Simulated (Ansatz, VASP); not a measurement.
## Ni3Hg: VASP beside Ansatz

File INCAR:

```
PREC     = Accurate       # precision mode
ENCUT    = 520            # plane-wave cutoff, eV
EDIFF    = 1E-7           # SCF threshold, eV
ISMEAR   = -1             # smearing method
SIGMA    = 0.05           # smearing width, eV
LREAL    = F              # projectors in reciprocal space
LASPH    = T              # aspherical terms in the spheres
NELM     = 150            # most SCF steps
ALGO     = Normal         # electronic algorithm
ISIF     = 2              # what is computed and relaxed
LWAVE    = F              # write WAVECAR
LCHARG   = F              # write CHGCAR
ISPIN    = 2              # spin polarisation
MAGMOM   = 0 1 1 1        # initial moments
LORBIT   = 11             # projections on sites
LMAXMIX  = 4              # l up to which the mixer works
GGA      = PE             # functional
NBANDS   = 33             # bands
```

File KPOINTS:

```
regular mesh
0
Gamma
  7 7 7
```

File POSCAR:

```
Ni3Hg
1.0
    3.7197766118      0.0000000000      0.0000000000
    0.0000000000      3.7197766118      0.0000000000
    0.0000000000      0.0000000000      3.7197766118
Hg Ni
1 3
Direct
    0.0000000000      0.0000000000      0.0000000000
    0.5000000000      0.5000000000      0.0000000000
    0.5000000000      0.0000000000      0.5000000000
    0.0000000000      0.5000000000      0.5000000000
```

File input.yaml:

```yaml
crystal:
  lattice:
    - [3.7197766118, 0.0, 0.0]
    - [0.0, 3.7197766118, 0.0]
    - [0.0, 0.0, 3.7197766118]
  atoms:
    - { symbol: Hg, position: [0.0, 0.0, 0.0] }
    - { symbol: Ni, position: [0.5, 0.5, 0.0], spin: 1.0 }
    - { symbol: Ni, position: [0.5, 0.0, 0.5], spin: 1.0 }
    - { symbol: Ni, position: [0.0, 0.5, 0.5], spin: 1.0 }
hamiltonian:
  xc: pbe
  pseudopotentials: { kind: paw }
magnetization:
  spin_polarized: true
kpoints:
  mp_grid: { grid: [7, 7, 7] }
scf:
  occupations: { method: fermi_dirac, width: 0.05 }
output:
  forces: true
  stress: true
  eigenvalues: true
```

Change from the starting cell: volume scaled by 0.98.

Alike in both runs: task single point; functional PBE; k mesh 7 × 7 × 7; occupations fermi-dirac, width 0.05 eV; collinear spin, ferromagnetic start.

```csv
,VASP,Ansatz
version,VASP 6.6.1,Ansatz 0.2.0
potentials or method,"VASP PAW PBE potentials, release 64 (Hg, Ni)",Ansatz PAW
plane-wave cutoff (eV),520,420
valence electrons in the cell,42,74
```

```csv
,VASP,Ansatz,Ansatz less VASP
gap on the k mesh at the Fermi level (eV),none,none,-
pressure (GPa),5.4,4.4,-1.05
net moment per atom (μB),0.27,0.28,+0.005
size of the moment on the site where the two differ most (μB),0.38,0.39,+0.015
```

Site moments also hang on the region over which each program counts them. A gap of «none» marks a metal or a gap that the smearing closes. The two sets of potentials don't hold the same shells in valence.

Spin-orbit coupling is left out, which matters for the levels of Hg.
